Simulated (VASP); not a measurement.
These are optB88-vdW, VASP's PBE PAW potentials (set 64) (plane waves; VASP) values and carry that method's errors.

A VASP calculation is set up with these files.

**KPOINTS**
```
Automatic mesh
0
Gamma
15 15 9
0 0 0
```

### POSCAR
```
Ru
1
    1.3486808935    -2.3359839875     0.0000000000
    1.3486808935     2.3359839875     0.0000000000
    0.0000000000     0.0000000000     4.2484527332
Ru
2
Direct
  0.3333330000   0.6666670000   0.2500000000
  0.6666670000   0.3333330000   0.7500000000
```

**INCAR**
```
IBRION  =  2   ! conjugate gradients
LWAVE  =  .FALSE.
ISIF  =  4   ! ions and shape, fixed volume
ENCUT  =  520
GGA  =  BO
LCHARG  =  .FALSE.
PARAM1  =  0.1833333333
SYSTEM  =  Ru
LREAL  =  .FALSE.   ! projection in real space or not
ALGO  =  Normal
LUSE_VDW  =  .TRUE.
SIGMA  =  0.1   ! width (eV)
NELM  =  100   ! most electronic steps
LASPH  =  .TRUE.   ! aspherical one-centre terms
AGGAC  =  0.0
EDIFF  =  1E-7   ! SCF stop (eV)
ISMEAR  =  1   ! Methfessel-Paxton
PREC  =  Accurate
NSW  =  30   ! most ionic steps
PARAM2  =  0.22
LMAXMIX  =  4   ! l cut-off of mixed one-centre charges
EDIFFG  =  -0.01   ! ionic stop
```

POTCAR, in this order: Ru_pv (PBE.64 set). Program: vasp_std.

The run wrote:

OSZICAR:
```
       N       E                     dE             d eps       ncg     rms          rms(c)
DAV:   1     0.294571064147E+03    0.29457E+03   -0.18220E+04  4860   0.174E+03
DAV:   2    -0.637931571210E+01   -0.30095E+03   -0.29514E+03  5158   0.497E+02
DAV:   3    -0.130796791035E+02   -0.67004E+01   -0.65240E+01  5064   0.795E+01
DAV:   4    -0.131545316539E+02   -0.74853E-01   -0.74702E-01  6042   0.719E+00
DAV:   5    -0.131557773662E+02   -0.12457E-02   -0.12456E-02  5288   0.790E-01    0.177E+01
DAV:   6    -0.120662603789E+02    0.10895E+01   -0.28774E+00  4926   0.177E+01    0.505E+00
DAV:   7    -0.119839641061E+02    0.82296E-01   -0.24050E-01  5022   0.464E+00    0.121E+00
DAV:   8    -0.119754076858E+02    0.85564E-02   -0.96379E-03  4936   0.122E+00    0.529E-02
DAV:   9    -0.119755175227E+02   -0.10984E-03   -0.20453E-04  6556   0.137E-01    0.331E-02
DAV:  10    -0.119755374197E+02   -0.19897E-04   -0.12505E-05  5074   0.402E-02    0.295E-03
DAV:  11    -0.119755375571E+02   -0.13746E-06   -0.45666E-07  5548   0.651E-03    0.115E-03
DAV:  12    -0.119755374061E+02    0.15100E-06   -0.48797E-08  2654   0.243E-03    0.374E-04
DAV:  13    -0.119755374420E+02   -0.35854E-07   -0.38236E-09  2550   0.596E-04
   1 F= -.11975537E+02 E0= -.11974878E+02  d E =-.119755E+02
       N       E                     dE             d eps       ncg     rms          rms(c)
DAV:   1    -0.119947353273E+02   -0.19198E-01   -0.73557E-01  4904   0.749E+00    0.837E-01
DAV:   2    -0.119790532706E+02    0.15682E-01   -0.21800E-02  4914   0.139E+00    0.348E-01
DAV:   3    -0.119758398812E+02    0.32134E-02   -0.10531E-02  5820   0.719E-01    0.748E-02
DAV:   4    -0.119758488505E+02   -0.89693E-05   -0.31860E-04  5780   0.207E-01    0.489E-02
DAV:   5    -0.119758490454E+02   -0.19499E-06   -0.27556E-05  6188   0.438E-02    0.182E-02
DAV:   6    -0.119758481578E+02    0.88764E-06   -0.41360E-06  5050   0.237E-02    0.177E-03
DAV:   7    -0.119758481300E+02    0.27816E-07   -0.16688E-07  2920   0.416E-03
   2 F= -.11975848E+02 E0= -.11975416E+02  d E =-.310688E-03
       N       E                     dE             d eps       ncg     rms          rms(c)
DAV:   1    -0.119796077900E+02   -0.37596E-02   -0.13112E-01  4910   0.316E+00    0.354E-01
DAV:   2    -0.119768182832E+02    0.27895E-02   -0.38671E-03  4896   0.602E-01    0.147E-01
DAV:   3    -0.119762432686E+02    0.57501E-03   -0.18988E-03  5826   0.307E-01    0.318E-02
DAV:   4    -0.119762438910E+02   -0.62237E-06   -0.59051E-05  5822   0.891E-02    0.209E-02
DAV:   5    -0.119762438858E+02    0.51928E-08   -0.51268E-06  6274   0.176E-02    0.894E-03
DAV:   6    -0.119762435125E+02    0.37326E-06   -0.11276E-06  4868   0.124E-02    0.963E-04
DAV:   7    -0.119762435312E+02   -0.18708E-07   -0.44757E-08  2530   0.221E-03
   3 F= -.11976244E+02 E0= -.11975707E+02  d E =-.706089E-03
```

**OUTCAR**
```
------------------------ aborting loop because EDIFF is reached ----------------------------------------
  FORCE on cell =-STRESS in cart. coord.  units (eV):
  Direction    XX          YY          ZZ          XY          YZ          ZX
  --------------------------------------------------------------------------------------
  Total        1.6996714      1.6996716      1.7002662      0.0000000     -0.0000000      0.0000000
  in kB      101.7268739    101.7268882    101.7624746      0.0000000     -0.0000000      0.0000000
  external PRESSURE =     101.7387456 kB  Pullay stress =       0.0000000 kB
  volume of cell :       26.77
      direct lattice vectors                 reciprocal lattice vectors
     1.346256360 -2.331784579 -0.000000000     0.371400288 -0.214428041  0.000000000
     1.346256360  2.331784579  0.000000000     0.371400288  0.214428041  0.000000000
    -0.000000000  0.000000000  4.263768959     0.000000000 -0.000000000  0.234534284
 POSITION                                       TOTAL-FORCE (eV/Angst)
 -----------------------------------------------------------------------------------
      1.34626      0.77726      1.06594        -0.000000      0.000000      0.000000
      1.34626     -0.77726      3.19783         0.000000     -0.000000      0.000000
 -----------------------------------------------------------------------------------
    total drift:                               -0.000012      0.000504     -0.000046
  FREE ENERGIE OF THE ION-ELECTRON SYSTEM (eV)
  ---------------------------------------------------
  free  energy   TOTEN  =       -11.9762435312 eV

  energy  without entropy=      -11.9746344580  energy(sigma->0) =      -11.97570717

 reached required accuracy - stopping structural energy minimisation
```
(Selected blocks of OUTCAR.)

**CONTCAR**
```
Ru
   1.00000000000000
     1.3462563599507189   -2.3317845788468810   -0.0000000000000000
     1.3462563599507189    2.3317845788468810    0.0000000000000000
    -0.0000000000000000    0.0000000000000000    4.2637689587031264
  Ru
     2
Direct
     0.3333330000000032    0.6666669999999968    0.2500000000000000
     0.6666669999999968    0.3333330000000032    0.7500000000000000
```

File OUTCAR:
```
 val. band max:       12.9857711356   @ k =   0.4000  -0.0000   0.2222

 cond. band min:      13.0043308612   @ k =   0.0667  -0.0000   0.0000


 Fermi energy:        12.9866704555

 k-point     1 :       0.0000    0.0000    0.0000
  band No.  band energies     occupation
      1     -30.6907      2.00000
      2     -29.7185      2.00000
      3     -29.7185      2.00000
      4     -29.5413      2.00000
      5     -29.5413      2.00000
      6     -29.4965      2.00000
      7       5.0285      2.00000
      8       6.7377      2.00000
      9      10.3492      2.00000
     10      10.3492      2.00000
     11      10.5217      2.00000
     12      11.0373      2.00000
     13      11.0373      2.00000
     14      11.5776      2.00000
     15      11.5776      2.00000
     16      14.1992     -0.00000
     17      14.1993     -0.00000
     18      14.4792     -0.00000

 k-point     2 :       0.0667   -0.0000    0.0000
  band No.  band energies     occupation
      1     -30.6748      2.00000
      2     -29.7525      2.00000
      3     -29.7300      2.00000
      4     -29.5768      2.00000
      5     -29.5460      2.00000
      6     -29.5038      2.00000
      7       5.1966      2.00000
      8       6.8666      2.00000
      9      10.0356      2.00000
     10      10.4854      2.00000
     11      10.7959      2.00000
     12      10.9669      2.00000
     13      11.1630      2.00000
     14      11.4116      2.00000
     15      11.4745      2.00000
     16      13.0043      0.70620
     17      14.2636     -0.00000
     18      15.9009      0.00000

 k-point     3 :       0.1333    0.0000    0.0000
  band No.  band energies     occupation
      1     -30.6287      2.00000
      2     -29.8485      2.00000
      3     -29.7617      2.00000
      4     -29.6757      2.00000
      5     -29.5597      2.00000
      6     -29.5258      2.00000
      7       5.6726      2.00000
      8       7.2017      2.00000
      9       9.6187      2.00000
...
```

The compound is Ru in the hcp structure. This cell is one point of a volume scan, at 0.97 of the reference volume. Symmetry was kept, so distortions that lower it aren't found.
